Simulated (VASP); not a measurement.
Method: RPA correlation on PBE orbitals, VASP's PBE PAW potentials (set 64) (plane waves; VASP 6.6.1).

A VASP calculation is set up with these files.

### INCAR
```
# general
SYSTEM   =  SiC
PREC     =  Normal
ENCUT    =  500   # plane-wave cut-off (eV)
LREAL    =  .False.   # projection in real space or not
LASPH    =  .True.   # aspherical one-centre terms
NBANDS   =  568

# electronic loop
ALGO     =  ACFDT

# smearing
ISMEAR   =  0   # Gaussian
SIGMA    =  0.01

# functional
GGA      =  PE

# output
LWAVE    =  .False.
LCHARG   =  .False.

# other
NOMEGA   =  12
ENCUTGW  =  300
```

**KPOINTS**
```
Automatic mesh
0
Gamma
6 6 6
0 0 0
```

**POSCAR**
```
SiC
1
    0.0000000000     2.2086880000     2.2086880000
    2.2086880000     0.0000000000     2.2086880000
    2.2086880000     2.2086880000     0.0000000000
Si C
1 1
Direct
  0.0000000000   0.0000000000   0.0000000000
  0.2500000000   0.2500000000   0.2500000000
```

POTCAR, in this order: Si_GW C_GW_new (PBE.64 set). Program: vasp_std. Read from the step before: WAVECAR, WAVEDER.

Output of the run:

OSZICAR:
```
energies w=
    0.000    0.338    0.000    1.103    0.000    2.175    0.000    3.881
    0.000    6.789    0.000   11.943    0.000   21.347    0.000   38.967
    0.000   72.989    0.000  141.429    0.000  290.943    0.000  723.221
NQ=   1    0.0000    0.0000    0.0000,
 performed       5695000 updates of chi_q(r,r)
NQ=   2    0.1667    0.0000    0.0000,
 performed      11390000 updates of chi_q(r,r)
NQ=   3    0.3333    0.0000    0.0000,
 performed      17085000 updates of chi_q(r,r)
NQ=   4    0.5000    0.0000    0.0000,
 performed      22780000 updates of chi_q(r,r)
NQ=   5    0.1667    0.1667    0.0000,
 performed      28475000 updates of chi_q(r,r)
NQ=   6    0.3333    0.1667    0.0000,
 performed      34170000 updates of chi_q(r,r)
NQ=   7    0.5000    0.1667    0.0000,
 performed      39865000 updates of chi_q(r,r)
NQ=   8   -0.3333    0.1667    0.0000,
 performed      45560000 updates of chi_q(r,r)
NQ=   9   -0.1667    0.1667    0.0000,
 performed      51255000 updates of chi_q(r,r)
NQ=  10    0.3333    0.3333    0.0000,
 performed      56950000 updates of chi_q(r,r)
NQ=  11    0.5000    0.3333    0.0000,
 performed      62645000 updates of chi_q(r,r)
NQ=  12   -0.3333    0.3333    0.0000,
 performed      68340000 updates of chi_q(r,r)
NQ=  13    0.5000    0.5000    0.0000,
 performed      74035000 updates of chi_q(r,r)
NQ=  14    0.5000    0.3333    0.1667,
 performed      79730000 updates of chi_q(r,r)
NQ=  15   -0.3333    0.3333    0.1667,
 performed      85425000 updates of chi_q(r,r)
NQ=  16   -0.3333    0.5000    0.1667,
 performed      91120000 updates of chi_q(r,r)
```

File OUTCAR:
```


      cutoff energy     smooth cutoff   RPA   correlation   Hartree contr. to MP2
---------------------------------------------------------------------------------
            300.000           240.000      -12.7342563940      -20.2045839640
            285.714           228.571      -12.7012720394      -20.1700845071
            272.109           217.687      -12.6653693145      -20.1323988251
            259.151           207.321      -12.6265315285      -20.0914837311
            246.811           197.449      -12.5843079465      -20.0468341532
            235.058           188.046      -12.5387168767      -19.9984116823
            223.865           179.092      -12.4892783428      -19.9456379398
            213.204           170.564      -12.4360320944      -19.8884525555
  linear regression
  converged value                          -13.1812815163      -20.6789505532
```
(Selected blocks of OUTCAR.)

The mesh is coarse, so the correlation energy is not converged in k-points.

The compound is SiC in the zinc blende structure. This cell is one point of a volume scan, at 1.04 of the reference volume.
